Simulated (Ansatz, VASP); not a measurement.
# SnTe: VASP beside Ansatz, part 2 of 2

One calculation is typed for both programs; each brings its own data sets. How far apart do they land? The structure shown is the end of the Ansatz relaxation below.

VASP 6.6.1 and Ansatz 0.2.0.

So far. Step 6 (VASP: single point, LDA, pair 2): The run ends at a pressure of 2.33 GPa.

## Step 7: Comparison

What differs besides the data sets and the points named for the pairs above, as far as they apply: the data sets hold 30 valence electrons in Ansatz (on its PAW soft_1 files) and 20 in VASP. Total energies have different zeros and are not compared.

The two programs side by side:

```csv
quantity,Ansatz,VASP,difference
pressure (GPa),2.26,2.33,-0.07
gap on the k mesh (eV),0.264,0.254,+0.010
```

A gap on the mesh is an upper bound, since the band edges may lie between its points.

## Step 8: Ansatz: relaxation, LDA

This run makes the geometry at which the two programs are then compared. The cell compared in this pair holds 59.43 Å³, against 58.26 Å³ for the pair before.

The structure compared here is the end of the Ansatz relaxation.

Input file input.yaml:

```yaml
crystal:
  lattice:
    - [0.0, 3.0866667758, 3.117845228]
    - [3.0866667758, 0.0, 3.117845228]
    - [3.0866667758, 3.0866667758, 0.0]
  atoms:
    - { symbol: Sn, position: [0.0, 0.0, 0.0] }
    - { symbol: Te, position: [0.5, 0.5, 0.5] }
  conventional_axes: [[-1, 1, 1], [1, -1, 1], [1, 1, -1]]
kpoints:
  mp_grid: { grid: [12, 12, 12] }
hamiltonian:
  xc: lda
  pseudopotentials: { kind: paw, azcp: { folder: soft_1 }, xc_functional: pbe }
scf:
  occupations: { method: gaussian, width: 0.01 }
output:
  forces: true
  stress: true
  eigenvalues: true
relax:
  adjacent_minimum: "off"
  f_tol: 0.001
  max_steps: 60
  cell: { stress_tol: 0.01, fix: [a, b, gamma] }
```

Started as:

```
$ ansatz run input.yaml --threads 4 --pin off --max-ram 10240MiB --backend cpu --events-out ev --progress --plain --runs-dir out
```

Numbers of over 12 decimals in the logs are rounded to 6 here.

The log of the run:

```text
[...]
Crystal: 2 atoms, lattice volume = 59.411 Å³
Basis set: ecut = 420 eV, 1179 PW (Γ)
Bands: 19, of which v1, the nominal top of the filled ones, is band 15 counted from 1 (14 counted from 0)
Symmetry: 16 space group operations
[...]
k-points: 163 of 1728
[...]
k-point 162: bands = [... 11 lower, 3.5903, 4.2525, 6.2126, 6.2126, 12.1893, 15.3008, 15.3008, 16.7353]
--- Relaxed structure (3 steps of the walk, 3 accepted, 1 SCFs on fresh bases) ---
[...]
cell:  # Å, volume = 59.4340 Å³
    - [0.0, 3.0866667758, 3.119075]
    - [3.0866667758, 0, 3.119075]
    - [3.0866667758, 3.0866667758, 0]
  atoms:
    - { symbol: Sn, position: [0, 0, 0] }
    - { symbol: Te, position: [0.5, 0.5, 0.5] }
[key lines of the parts left out:]
SCF converged after 8 iterations
Free energy (F): -12707.404604 eV
Fermi energy:    10.205210 eV
P = ⅓ Tr σ = 1.0587 GPa (10.587 kbar)
```

## Step 9: VASP: single point, LDA, pair 3

The same cell, functional (in two slightly different forms), mesh and smearing now go to VASP, with its own data sets.

Input file INCAR:

```
SYSTEM = SnTe
PREC = Accurate
ENCUT = 500
EDIFF = 1E-06
NELM = 120
ISMEAR = 0
SIGMA = 0.01
LREAL = .FALSE.
ALGO = Normal
GGA = CA
NBANDS = 16
LORBIT = 11
LWAVE = .FALSE.
LCHARG = .FALSE.
ISIF = 2
LASPH = .TRUE.
GGA_COMPAT = .FALSE.
EFERMI = MIDGAP
KPAR = 2
```

Input file POSCAR:

```
SnTe
1.0
    0.0000000000      3.0866667758      3.1190747280
    3.0866667758      0.0000000000      3.1190747280
    3.0866667758      3.0866667758      0.0000000000
Sn Te
1 1
Direct
    0.0000000000      0.0000000000      0.0000000000
    0.5000000000      0.5000000000      0.5000000000
```

Input file KPOINTS:

```
Automatic mesh
0
Gamma
12 12 12
0 0 0
```

PAW data sets: Sn_d and Te (LDA family, release 64).

Started as:

```
$ mpirun -np 2 vasp_std
```

The log of the run:

```text
[... set-up lines as in an earlier step ...]
 entering main loop
       N       E                     dE             d eps       ncg     rms          rms(c)
DAV:   1     0.124146690734E+03    0.12415E+03   -0.94593E+03  5288   0.143E+03
DAV:   2     0.167067783477E+01   -0.12248E+03   -0.11963E+03  5672   0.355E+02
DAV:   3    -0.858816427275E+01   -0.10259E+02   -0.10223E+02  6616   0.894E+01
DAV:   4    -0.886718816451E+01   -0.27902E+00   -0.27898E+00  6288   0.161E+01
[...]
DAV:  10    -0.882601447469E+01    0.19855E-04   -0.66846E-05  6936   0.770E-02    0.242E-02
DAV:  11    -0.882601479115E+01   -0.31646E-06   -0.20128E-05  7000   0.387E-02    0.128E-02
DAV:  12    -0.882601438452E+01    0.40662E-06   -0.19526E-06  5352   0.132E-02
   1 F= -.88260144E+01 E0= -.88260144E+01  d E =-.371073E-89
```

OUTCAR, selected parts (step 9):

```text
  Total        0.6103287      0.6103287      0.0169154      0.0000000     -0.0000000      0.0000000
  in kB       16.4527742     16.4527742      0.4559915      0.0000000     -0.0000000      0.0000000
  external PRESSURE =      11.1205133 kB  Pullay stress =       0.0000000 kB

 POSITION                                       TOTAL-FORCE (eV/Angst)
 -----------------------------------------------------------------------------------
      0.00000      0.00000      0.00000         0.000000     -0.000000      0.000000
      3.08667      3.08667      3.11907        -0.000000      0.000000     -0.000000
 -----------------------------------------------------------------------------------
    total drift:                                0.000000     -0.000000     -0.000000

  FREE ENERGIE OF THE ION-ELECTRON SYSTEM (eV)
  ---------------------------------------------------
  free  energy   TOTEN  =        -8.8260143845 eV

  energy  without entropy=       -8.8260143845  energy(sigma->0) =       -8.82601438

[... 1 part as in an earlier step ...]

[... 2 further parts left out ...]
[key lines of the parts left out:]
E-fermi :   7.4530
```

The run ends at a pressure of 1.11 GPa.

## Step 10: Comparison

What differs besides the data sets and the points named for the pairs above, as far as they apply: the data sets hold 30 valence electrons in Ansatz (on its PAW soft_1 files) and 20 in VASP. Total energies have different zeros and are not compared.

Compared:

| quantity | Ansatz | VASP | difference |
| --- | --- | --- | --- |
| pressure (GPa) | 1.06 | 1.11 | -0.05 |
| gap on the k mesh (eV) | 0.266 | 0.280 | -0.013 |

A gap on the mesh is an upper bound, since the band edges may lie between its points.

## Step 11: Summary of results

```
difference in gap on the k mesh (single point, LDA, pair 1) : 0.021 eV
difference in gap on the k mesh (single point, LDA, pair 2) : 0.0099 eV
difference in gap on the k mesh (single point, LDA, pair 3) : -0.013 eV
```

The difference in gap on the k mesh is 0.021 eV (single point, LDA, pair 1), within the 0.08 eV picked in this series as the mark of a large difference. The data sets hold unlike numbers of valence electrons (30 in Ansatz and 20 in VASP), so part of the differences comes from the potentials. 12 further runs of this series are not shown here. Such differences can come from data sets, numerical settings and the points named under the comparisons, not from the functional's error against experiment.

[Lines on the potential files, build, host, timing and source positions are cut from VASP's logs without a mark.]

[Logs are printed without paths, hosts, clocks, repeated set-up lines and the standing remarks that a program may print on its own settings, such as how far it seeks lower states.]

[Hosts, paths, dates, database ids (printed as entryN), source tags and the programs' standing remarks are cut or masked in the printed files.]
